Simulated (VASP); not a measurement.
OSZICAR of a VASP run on Ga31P33:

### OSZICAR
```
...
DAV:   1    -0.278609679982E+03   -0.31753E-01   -0.10053E+00   348   0.172E+00    0.626E-01
RMM:   2    -0.278615351937E+03   -0.56720E-02   -0.73226E-02   326   0.541E-01    0.184E-01
RMM:   3    -0.278616847473E+03   -0.14955E-02   -0.16207E-02   349   0.243E-01    0.152E-01
RMM:   4    -0.278616841978E+03    0.54950E-05   -0.19839E-03   341   0.960E-02    0.944E-02
RMM:   5    -0.278616816104E+03    0.25874E-04   -0.61383E-04   328   0.474E-02    0.236E-02
RMM:   6    -0.278616821052E+03   -0.49480E-05   -0.13389E-04   320   0.238E-02    0.157E-02
RMM:   7    -0.278616821693E+03   -0.64090E-06   -0.31802E-05   221   0.108E-02
  12 F= -.27861682E+03 E0= -.27861682E+03  d E =-.388914E-01
       N       E                     dE             d eps       ncg     rms          rms(c)
DAV:   1    -0.278620753796E+03   -0.39327E-02   -0.19307E+00   332   0.237E+00    0.856E-01
RMM:   2    -0.278631704392E+03   -0.10951E-01   -0.14064E-01   326   0.749E-01    0.250E-01
RMM:   3    -0.278634600402E+03   -0.28960E-02   -0.31221E-02   348   0.337E-01    0.214E-01
RMM:   4    -0.278634587677E+03    0.12725E-04   -0.36551E-03   344   0.131E-01    0.137E-01
RMM:   5    -0.278634508884E+03    0.78793E-04   -0.11520E-03   326   0.664E-02    0.337E-02
RMM:   6    -0.278634526644E+03   -0.17760E-04   -0.28441E-04   333   0.342E-02    0.254E-02
RMM:   7    -0.278634517526E+03    0.91182E-05   -0.87133E-05   293   0.165E-02
  13 F= -.27863452E+03 E0= -.27863452E+03  d E =-.565872E-01
       N       E                     dE             d eps       ncg     rms          rms(c)
DAV:   1    -0.278650979900E+03   -0.16453E-01   -0.12802E+00   332   0.183E+00    0.614E-01
RMM:   2    -0.278657720195E+03   -0.67403E-02   -0.80541E-02   326   0.555E-01    0.160E-01
RMM:   3    -0.278659568043E+03   -0.18478E-02   -0.18251E-02   343   0.256E-01    0.161E-01
RMM:   4    -0.278659625743E+03   -0.57700E-04   -0.23107E-03   353   0.102E-01    0.118E-01
RMM:   5    -0.278659547507E+03    0.78236E-04   -0.69623E-04   326   0.498E-02    0.273E-02
RMM:   6    -0.278659570008E+03   -0.22501E-04   -0.20181E-04   327   0.267E-02    0.232E-02
RMM:   7    -0.278659555310E+03    0.14698E-04   -0.96296E-05   288   0.148E-02    0.113E-02
RMM:   8    -0.278659556485E+03   -0.11748E-05   -0.14608E-05   204   0.758E-03
  14 F= -.27865956E+03 E0= -.27865956E+03  d E =-.250390E-01
       N       E                     dE             d eps       ncg     rms          rms(c)
DAV:   1    -0.278656487213E+03    0.30681E-02   -0.26536E+00   326   0.263E+00    0.864E-01
RMM:   2    -0.278670423578E+03   -0.13936E-01   -0.16603E-01   326   0.801E-01    0.220E-01
RMM:   3    -0.278674137752E+03   -0.37142E-02   -0.36782E-02   341   0.369E-01    0.231E-01
RMM:   4    -0.278674279408E+03   -0.14166E-03   -0.48525E-03   354   0.148E-01    0.172E-01
RMM:   5    -0.278674118732E+03    0.16068E-03   -0.15738E-03   327   0.735E-02    0.372E-02
RMM:   6    -0.278674148589E+03   -0.29857E-04   -0.34687E-04   336   0.378E-02    0.322E-02
RMM:   7    -0.278674123379E+03    0.25210E-04   -0.90216E-05   299   0.176E-02    0.128E-02
RMM:   8    -0.278674125006E+03   -0.16272E-05   -0.38002E-05   222   0.996E-03
  15 F= -.27867413E+03 E0= -.27867413E+03  d E =-.396075E-01
       N       E                     dE             d eps       ncg     rms          rms(c)
DAV:   1    -0.278686100237E+03   -0.11977E-01   -0.10962E+00   340   0.167E+00    0.499E-01
RMM:   2    -0.278691036420E+03   -0.49362E-02   -0.62829E-02   326   0.498E-01    0.121E-01
RMM:   3    -0.278692529118E+03   -0.14927E-02   -0.14747E-02   342   0.230E-01    0.131E-01
RMM:   4    -0.278692562349E+03   -0.33232E-04   -0.17211E-03   345   0.913E-02    0.874E-02
RMM:   5    -0.278692536503E+03    0.25846E-04   -0.49931E-04   326   0.445E-02    0.228E-02
RMM:   6    -0.278692548163E+03   -0.11659E-04   -0.14296E-04   325   0.232E-02    0.183E-02
RMM:   7    -0.278692543159E+03    0.50033E-05   -0.80154E-05   279   0.135E-02
  16 F= -.27869254E+03 E0= -.27869254E+03  d E =-.184182E-01
       N       E                     dE             d eps       ncg     rms          rms(c)
DAV:   1    -0.278693787172E+03   -0.12390E-02   -0.55799E-01   348   0.119E+00    0.355E-01
RMM:   2    -0.278696293957E+03   -0.25068E-02   -0.31880E-02   326   0.355E-01    0.869E-02
RMM:   3    -0.278697046494E+03   -0.75254E-03   -0.74015E-03   342   0.164E-01    0.906E-02
RMM:   4    -0.278697073131E+03   -0.26637E-04   -0.98027E-04   343   0.670E-02    0.617E-02
RMM:   5    -0.278697065913E+03    0.72182E-05   -0.23198E-04   329   0.309E-02    0.201E-02
RMM:   6    -0.278697071527E+03   -0.56148E-05   -0.62648E-05   262   0.158E-02
  17 F= -.27869707E+03 E0= -.27869707E+03  d E =-.229465E-01
       N       E                     dE             d eps       ncg     rms          rms(c)
DAV:   1    -0.278705044118E+03   -0.79782E-02   -0.10797E+00   334   0.167E+00    0.471E-01
RMM:   2    -0.278709536962E+03   -0.44928E-02   -0.58740E-02   326   0.476E-01    0.126E-01
RMM:   3    -0.278711152391E+03   -0.16154E-02   -0.15472E-02   348   0.222E-01    0.150E-01
RMM:   4    -0.278711174607E+03   -0.22216E-04   -0.15520E-03   340   0.855E-02    0.998E-02
RMM:   5    -0.278711154297E+03    0.20309E-04   -0.55177E-04   327   0.445E-02    0.255E-02
RMM:   6    -0.278711168018E+03   -0.13721E-04   -0.13943E-04   322   0.231E-02    0.239E-02
RMM:   7    -0.278711155405E+03    0.12613E-04   -0.13323E-04   310   0.158E-02    0.122E-02
RMM:   8    -0.278711153271E+03    0.21348E-05   -0.19062E-05   209   0.843E-03
  18 F= -.27871115E+03 E0= -.27871115E+03  d E =-.140817E-01
       N       E                     dE             d eps       ncg     rms          rms(c)
DAV:   1    -0.278711120575E+03    0.34831E-04   -0.42302E-01   348   0.105E+00    0.292E-01
RMM:   2    -0.278712872125E+03   -0.17515E-02   -0.23043E-02   326   0.299E-01    0.787E-02
RMM:   3    -0.278713513555E+03   -0.64143E-03   -0.61501E-03   348   0.140E-01    0.932E-02
RMM:   4    -0.278713521219E+03   -0.76640E-05   -0.61377E-04   340   0.538E-02    0.617E-02
RMM:   5    -0.278713512893E+03    0.83260E-05   -0.21461E-04   326   0.278E-02    0.160E-02
RMM:   6    -0.278713518480E+03   -0.55868E-05   -0.54120E-05   246   0.143E-02
  19 F= -.27871352E+03 E0= -.27871352E+03  d E =-.164470E-01
       N       E                     dE             d eps       ncg     rms          rms(c)
DAV:   1    -0.278715907619E+03   -0.23947E-02   -0.89795E-01   334   0.156E+00    0.445E-01
RMM:   2    -0.278719879054E+03   -0.39714E-02   -0.49586E-02   326   0.452E-01    0.110E-01
RMM:   3    -0.278721146762E+03   -0.12677E-02   -0.12333E-02   348   0.208E-01    0.136E-01
RMM:   4    -0.278721162845E+03   -0.16083E-04   -0.13192E-03   342   0.801E-02    0.101E-01
RMM:   5    -0.278721106062E+03    0.56783E-04   -0.43118E-04   326   0.405E-02    0.296E-02
RMM:   6    -0.278721129685E+03   -0.23623E-04   -0.18229E-04   328   0.238E-02    0.242E-02
RMM:   7    -0.278721116576E+03    0.13110E-04   -0.14990E-04   321   0.168E-02    0.158E-02
RMM:   8    -0.278721112969E+03    0.36069E-05   -0.18158E-05   203   0.825E-03
  20 F= -.27872111E+03 E0= -.27872111E+03  d E =-.759449E-02
       N       E                     dE             d eps       ncg     rms          rms(c)
DAV:   1    -0.278721180184E+03   -0.63609E-04   -0.67240E-02   348   0.428E-01    0.122E-01
RMM:   2    -0.278721468987E+03   -0.28880E-03   -0.36962E-03   326   0.124E-01    0.305E-02
RMM:   3    -0.278721563048E+03   -0.94060E-04   -0.91735E-04   348   0.574E-02    0.352E-02
RMM:   4    -0.278721566022E+03   -0.29748E-05   -0.11400E-04   292   0.227E-02    0.254E-02
RMM:   5    -0.278721563131E+03    0.28912E-05   -0.30901E-05   215   0.109E-02
  21 F= -.27872156E+03 E0= -.27872156E+03  d E =-.804465E-02
       N       E                     dE             d eps       ncg     rms          rms(c)
DAV:   1    -0.278722621222E+03   -0.10552E-02   -0.26603E-01   332   0.892E-01    0.289E-01
RMM:   2    -0.278724003921E+03   -0.13827E-02   -0.16661E-02   326   0.272E-01    0.673E-02
RMM:   3    -0.278724333097E+03   -0.32918E-03   -0.34437E-03   341   0.123E-01    0.684E-02
RMM:   4    -0.278724335270E+03   -0.21735E-05   -0.44482E-04   339   0.499E-02    0.475E-02
RMM:   5    -0.278724323365E+03    0.11906E-04   -0.14424E-04   328   0.249E-02    0.117E-02
RMM:   6    -0.278724326420E+03   -0.30555E-05   -0.35445E-05   225   0.128E-02
  22 F= -.27872433E+03 E0= -.27872433E+03  d E =-.276329E-02
       N       E                     dE             d eps       ncg     rms          rms(c)
DAV:   1    -0.278724322216E+03    0.11488E-05   -0.34527E-03   372   0.103E-01    0.320E-02
RMM:   2    -0.278724343674E+03   -0.21458E-04   -0.24145E-04   326   0.326E-02    0.810E-03
RMM:   3    -0.278724347523E+03   -0.38489E-05   -0.44515E-05   237   0.144E-02    0.105E-02
RMM:   4    -0.278724347472E+03    0.51339E-07   -0.59226E-06   191   0.565E-03
  23 F= -.27872435E+03 E0= -.27872435E+03  d E =-.278434E-02
       N       E                     dE             d eps       ncg     rms          rms(c)
DAV:   1    -0.278725110642E+03   -0.76312E-03   -0.89838E-02   332   0.554E-01    0.175E-01
RMM:   2    -0.278725558058E+03   -0.44742E-03   -0.57594E-03   326   0.166E-01    0.475E-02
RMM:   3    -0.278725673932E+03   -0.11587E-03   -0.12756E-03   349   0.744E-02    0.453E-02
RMM:   4    -0.278725668604E+03    0.53278E-05   -0.13757E-04   329   0.290E-02    0.256E-02
RMM:   5    -0.278725669082E+03   -0.47793E-06   -0.64330E-05   304   0.160E-02
  24 F= -.27872567E+03 E0= -.27872567E+03  d E =-.132161E-02
```

Q: Which electronic solver shows in the log?

A: It is blocked Davidson (ALGO = Normal, or the opening steps of other solvers) and then RMM-DIIS (ALGO = Fast or VeryFast). The INCAR had ALGO = Fast.

Q: Can the final energy be trusted as converged?

A: Self-consistency was reached. It stopped with EDIFF = 1E-5, NELM = 100, NSW = 60 and EDIFFG = -0.03 after 24 ionic steps (PBE GGA, plane waves, VASP's PBE PAW potentials (set 64)). The cell is charged, with a uniform compensating background. The supercell is sampled at Γ alone, which is coarse: total energies, pressure and levels can be off, energies of defects by several tenths of an eV.

The cell is a supercell with a defect, built from GaP (zinc blende): P_Ga, charge -2. The run is not spin-polarised, so no state with unpaired spins was tried.
